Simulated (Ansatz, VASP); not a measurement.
Given: the input of a run of Ansatz 0.2.0 on GaF.

File input.yaml:

```yaml
crystal:
  lattice:
    - [3.2280126268, 0.0, 0.0]
    - [0.0, 3.2280126268, 0.0]
    - [0.0, 0.0, 3.2280126268]
  atoms:
    - { symbol: Ga, position: [0.0, 0.0, 0.0] }
    - { symbol: F, position: [0.5, 0.5, 0.5] }
hamiltonian:
  xc: pbe
  pseudopotentials: { kind: paw }
kpoints:
  mp_grid: { grid: [8, 8, 8] }
scf:
  occupations: { method: fermi_dirac, width: 0.05 }
output:
  forces: true
  stress: true
  eigenvalues: true
```

Potentials or basis: Ansatz PAW.

Command:

```console
$ ansatz run input.yaml --threads 1 --pin off --max-ram 3584MiB --backend cpu --events-out ev --progress --plain --runs-dir out
```

Translate it to VASP 6.6.1. Potentials there: VASP PAW PBE potentials, release 64 (Ga_d, F).

As run (the cutoff follows the program's own potentials):

Contents of INCAR:

```
PREC     = Accurate       # precision mode
ENCUT    = 520            # plane-wave cutoff, eV
EDIFF    = 1E-6           # SCF threshold, eV
ISMEAR   = -1             # smearing method
SIGMA    = 0.05           # smearing width, eV
LREAL    = False          # projectors in reciprocal space
LASPH    = True           # aspherical terms in the spheres
NELM     = 100            # most SCF steps
ALGO     = Normal         # electronic algorithm
ISIF     = 2              # what is computed and relaxed
LWAVE    = False          # write WAVECAR
LCHARG   = False          # write CHGCAR
GGA      = PE             # functional
NBANDS   = 17             # bands
```

KPOINTS

```
regular mesh
0
Gamma
  8 8 8
```

The input POSCAR:

```
GaF
1.0
    3.2280126268      0.0000000000      0.0000000000
    0.0000000000      3.2280126268      0.0000000000
    0.0000000000      0.0000000000      3.2280126268
Ga F
1 1
Direct
    0.0000000000      0.0000000000      0.0000000000
    0.5000000000      0.5000000000      0.5000000000
```

Potentials or basis: VASP PAW PBE potentials, release 64 (Ga_d, F).

Launch:

```bash
$ cat potpaw_PBE.64/Ga_d/POTCAR potpaw_PBE.64/F/POTCAR > POTCAR
$ mpirun -np 1 vasp_std > vasp.out
```

Both were run:

|  | VASP | Ansatz | Ansatz less VASP |
| --- | --- | --- | --- |
| gap on the k mesh at the Fermi level (eV) | 0.75 | 0.76 | +0.003 |
| least direct gap on the mesh (eV) | 1.29 | 1.29 | +0.007 |
| pressure (GPa) | -2.4 | -2.2 | +0.18 |

Caveats: the pressure holds a Pulay correction of +0.4 GPa for the finite cutoff (Ansatz). A k mesh can miss the band edges. PBE gaps usually lie below the measured ones, often by a third to a half.
